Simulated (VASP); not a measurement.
MoS2, 6 atoms in the cell. Symmetry: P6_3/mmc, No. 194, hexagonal system. The conventional cell has a = 3.169 Å, b = 3.169 Å, c = 12.324 Å, α = 90.00°, β = 90.00°, γ = 120.00°. Mo (site symmetry -6m2) is surrounded by 6 S at 2.41 Å. Around S (site symmetry 3m) lie 3 Mo at 2.41 Å. 

```yaml
Program: VASP 6.6.1
Task: relaxation of cell and atoms
Functional: PBE
Potentials_or_basis: VASP PAW PBE potentials, release 64 (Mo, S)
Cutoff: 300 eV
k_mesh: 6 × 6 × 2
Occupations: gaussian, width 0.03 eV
Spin: no spin polarisation
Further_INCAR_settings: ALGO = Normal; EDIFF = 1e-06; IBRION = 2; EDIFFG = -0.01; NSW = 90; ISIF = 3
```

Potentials or basis: VASP PAW PBE potentials, release 64 (Mo, S).

Launch:

```bash
$ cat potpaw_PBE.64/Mo/POTCAR potpaw_PBE.64/S/POTCAR > POTCAR
$ mpirun -np 2 vasp_std > vasp.out
```

Hardware: 2 MPI ranks on AMD EPYC 7R13 Processor (Zen 3), with other jobs on the host.

**Question.** Estimate the wall time of this run.

**Answer.** Wall time 80 s on 2 MPI ranks on AMD EPYC 7R13 Processor (Zen 3), with other jobs on the host, peak memory 0.14 GiB a rank. Counts: scf iterations 101, k points 14, ion steps 11.
